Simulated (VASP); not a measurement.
# Cu2Sb (Cuprostibite) (P4/nmm) in VASP: single point with LDA

Aim: the single point of Cu2Sb (Cuprostibite) with LDA.

Everything below comes from runs of VASP 6.6.1. Logs are shortened: lines on timing, memory, paths and dates and some standing lists are left out, and cuts for length are marked.

### Step 1. The structure

The structure is tetragonal, space group P4/nmm (No. 129). Conventional cell: a = 4.001 Å, b = 4.001 Å, c = 6.104 Å, α = 90.00°, β = 90.00°, γ = 90.00°. Around Cu (site symmetry -4m2) lie 8 Cu at 2.59 to 2.83 Å and 4 Sb at 2.71 Å. Around Cu (site symmetry 4mm) lie 4 Cu at 2.59 Å and 5 Sb at 2.62 to 2.83 Å. Sb (site symmetry 4mm) is surrounded by 9 Cu at 2.62 to 2.83 Å.

### Step 2. Single point, LDA

The input, INCAR:

```
SYSTEM = Cu2Sb
ALGO = Normal
EDIFF = 1E-6
ENCUT = 520
ISIF = 2
ISMEAR = -1
LASPH = .True.
LCHARG = .False.
LREAL = .False.
LWAVE = .False.
NBANDS = 36
NELM = 100
PREC = Accurate
SIGMA = 0.05
```

The input, KPOINTS:

```
k-points
0
Gamma
  6 6 4
  0 0 0
```

The input, POSCAR:

```
Cu2Sb
1.0
    4.0006000000      0.0000000000      0.0000000000
    0.0000000000      4.0006000000      0.0000000000
    0.0000000000      0.0000000000      6.1043000000
Cu Sb
4 2
Direct
    0.0000000000      0.0000000000      0.0000000000
    0.5000000000      0.5000000000      0.0000000000
    0.5000000000      0.0000000000      0.2700000000
    0.0000000000      0.5000000000      0.7300000000
    0.5000000000      0.0000000000      0.7000000000
    0.0000000000      0.5000000000      0.3000000000
```

Potentials or basis: VASP PAW LDA potentials, release 64 (Cu, Sb).

Launch:

```console
$ cat potpaw_LDA.64/Cu/POTCAR potpaw_LDA.64/Sb/POTCAR > POTCAR
$ mpirun -np 1 vasp_std > vasp.out
```

OUTCAR:

```text
SYSTEM = Cu2Sb
   EDIFF = 1E-6
   ENCUT = 520
   ISIF = 2
   ISMEAR = -1
   LASPH = .True.
   LREAL = .False.
   NELM = 100
   PREC = Accurate

 ion  position               nearest neighbor table
   1  0.000  0.000  0.000-   3 2.59   4 2.59   4 2.59   3 2.59   5 2.71   6 2.71   6 2.71   5 2.71

   2  0.500  0.500  0.000-   3 2.59   4 2.59   3 2.59   4 2.59   5 2.71   5 2.71   6 2.71   6 2.71

   3  0.500  0.000  0.270-   1 2.59   2 2.59   2 2.59   1 2.59   5 2.62   6 2.83   6 2.83   6 2.83
                             6 2.83
   4  0.000  0.500  0.730-   1 2.59   2 2.59   1 2.59   2 2.59   6 2.62   5 2.83   5 2.83   5 2.83
                             5 2.83
   5  0.500  0.000  0.700-   3 2.62   2 2.71   1 2.71   2 2.71   1 2.71   4 2.83   4 2.83   4 2.83
                             4 2.83   6 3.74   6 3.74   6 3.74   6 3.74
   6  0.000  0.500  0.300-   4 2.62   2 2.71   1 2.71   1 2.71   2 2.71   3 2.83   3 2.83   3 2.83
                             3 2.83   5 3.74   5 3.74   5 3.74   5 3.74

  LATTYP: Found a simple tetragonal cell.
 ALAT       =     4.0006000000
 C/A-ratio  =     1.5258461231

  Lattice vectors:

 A1 = (   4.0006000000,   0.0000000000,   0.0000000000)
 A2 = (   0.0000000000,   4.0006000000,   0.0000000000)
 A3 = (   0.0000000000,   0.0000000000,   6.1043000000)

Analysis of symmetry for initial positions (statically):
=====================================================================
 Subroutine PRICEL returns:
 Original cell was already a primitive cell.

 Routine SETGRP: Setting up the symmetry group for a
 simple tetragonal supercell.

 Subroutine GETGRP returns: Found 16 space group operations
 (whereof  8 operations were pure point group operations)
 out of a pool of 16 trial point group operations.

The static configuration has the point symmetry D_2d.
 The point group associated with its full space group is D_4h.

Analysis of symmetry for dynamics (positions and initial velocities):
=====================================================================
 Subroutine PRICEL returns:
 Original cell was already a primitive cell.

 Routine SETGRP: Setting up the symmetry group for a
 simple tetragonal supercell.

 Subroutine GETGRP returns: Found 16 space group operations
 (whereof  8 operations were pure point group operations)
 out of a pool of 16 trial point group operations.

The dynamic configuration has the point symmetry D_2d.
 The point group associated with its full space group is D_4h.

 Subroutine INISYM returns: Found 16 space group operations
 (whereof  8 operations are pure point group operations),
 and found     1 'primitive' translations

[... 104 lines left out ...]
   EDIFFG = 0.1E-04   stopping-criterion for IOM
   NSW    =      0    number of steps for IOM
   IBRION =     -1    ionic relax: 0-MD 1-quasi-New 2-CG
   NFREE  =      0    steps in history (QN), initial steepest desc. (CG)
   ISIF   =      2    stress and relaxation
   ISYM   =      2    0-nonsym 1-usesym 2-fastsym
   POTIM  = 0.5000    time-step for ionic-motion
   TEBEG  =    0.0;   TEEND  =   0.0 temperature during run
   PSTRESS=    0.0 pullay stress
   NELECT =      54.0000    total number of electrons
   NUPDOWN=      -1.0000    fix difference up-down
   EMIN   =  10.00;   EMAX   =-10.00  energy-range for DOS
   EFERMI =   0.00;   METHOD = LEGACY
   ISMEAR =    -1;   SIGMA  =   0.05  broadening in eV -4-tet -1-fermi 0-gaus
   EFERMI_NEDOS =   21; number of points for ismear=-14 and -15
   IALGO  =     38    algorithm
   IMIX   =      4    mixing-type and parameters
     AMIX     =   0.40;   BMIX     =  1.00
     AMIX_MAG =   1.60;   BMIX_MAG =  1.00
  volume/ion in A,a.u.               =      16.28       109.88
  Fermi-wavevector in a.u.,A,eV,Ry     =   1.343520  2.538884 24.559131  1.805045
  Thomas-Fermi vector in A             =   2.471587
   LORBIT       =      0    0 simple, 1 ext, 2 COOP (PROOUT), +10 PAW based schemes
   GGA     = CA    functional components
   LHFCALC =     F    Hartree Fock is set to
   AEXX    =    0.0000 exact exchange contribution
   IVDW    =     0    specifies the selected vdW correction
   LEPSILON=     F    determine dielectric tensor
   LRPA    =     F    only Hartree local field effects (RPA)
 non-spin polarized calculation
  energy-cutoff  :      520.00
  volume of cell :       97.70
 maximum number of plane-waves:      2679
 NGX is ok and might be reduce to    30
   NGX = 15   NGY = 15   NGZ = 23

 number of electron      54.0000029 magnetization

 Free energy of the ion-electron system (eV)
  ---------------------------------------------------
  ext. energy  EPLUGINS =         0.00000000
  ---------------------------------------------------
  free energy    TOTEN  =       -28.27228156 eV

  energy without entropy =      -28.25935668  energy(sigma->0) =      -28.26581912

 E-fermi :   8.4055     XC(G=0): -11.8036

 val. band max:        8.3783876152   @ k =   0.3333   0.0000   0.2500
 cond. band min:       8.4595051073   @ k =   0.1667   0.1667   0.0000
 fundamental gap:      0.0811174921
 Fermi energy:         8.4055304836

 k-point     1 :       0.0000    0.0000    0.0000
  band No.  band energies     occupation
      1      -3.7826      2.00000
      2      -1.4357      2.00000
      3       1.8767      2.00000
      4       3.8154      2.00000
      5       4.0396      2.00000
      6       4.0396      2.00000
[... 925 lines left out ...]
     35      13.6058      0.00000
     36      13.6058      0.00000

 [... further k-points ...]
[... 5 lines left out ...]
  --------------------------------------------------------------------------------------
  -------------------------------------------------------------------------------------
  Total       -4.1137150     -4.1137150     -4.4587347      0.0000000      0.0000000      0.0000000
  in kB      -67.4619129    -67.4619129    -73.1199828      0.0000000      0.0000000      0.0000000
  external PRESSURE =     -69.3479362 kB  Pullay stress =       0.0000000 kB

 VOLUME and BASIS-vectors are now :
 -----------------------------------------------------------------------------
  energy-cutoff  :      520.00
  volume of cell :       97.70
      direct lattice vectors                 reciprocal lattice vectors
     4.000600000  0.000000000  0.000000000     0.249962506  0.000000000  0.000000000
     0.000000000  4.000600000  0.000000000     0.000000000  0.249962506  0.000000000
     0.000000000  0.000000000  6.104300000     0.000000000  0.000000000  0.163818947

 POSITION                                       TOTAL-FORCE (eV/Angst)
 -----------------------------------------------------------------------------------
      0.00000      0.00000      0.00000         0.000000     -0.000000      0.000000
      2.00030      2.00030      0.00000         0.000000      0.000000      0.000000
      2.00030      0.00000      1.64816         0.000000      0.000000     -0.257487
      0.00000      2.00030      4.45614         0.000000      0.000000      0.257487
      2.00030      0.00000      4.27301         0.000000     -0.000000      0.184172
      0.00000      2.00030      1.83129         0.000000      0.000000     -0.184172
 -----------------------------------------------------------------------------------
    total drift:                               -0.000000      0.000000     -0.000000

  FREE ENERGIE OF THE ION-ELECTRON SYSTEM (eV)
  ---------------------------------------------------
  free  energy   TOTEN  =       -28.2722815619 eV

  energy  without entropy=      -28.2593566792  energy(sigma->0) =      -28.26581912
```

Run time: 1.8 min. Hardware: 1 thread of Intel Xeon Platinum 8488C (Sapphire Rapids), shared host; peak memory 0.21 GiB.

Results:

- Free energy: -28.2723 eV
- Pressure: -6.9 GPa
- Largest force: 0.257 eV/Å
- Band gap on the k mesh: none (metal or under the smearing width)

Forces in eV/Å, atoms in the order of the input:
```
Cu   0.000  0.000  0.000
Cu   0.000  0.000  0.000
Cu   0.000  0.000 -0.257
Cu   0.000  0.000  0.257
Sb   0.000  0.000  0.184
Sb   0.000  0.000 -0.184
```
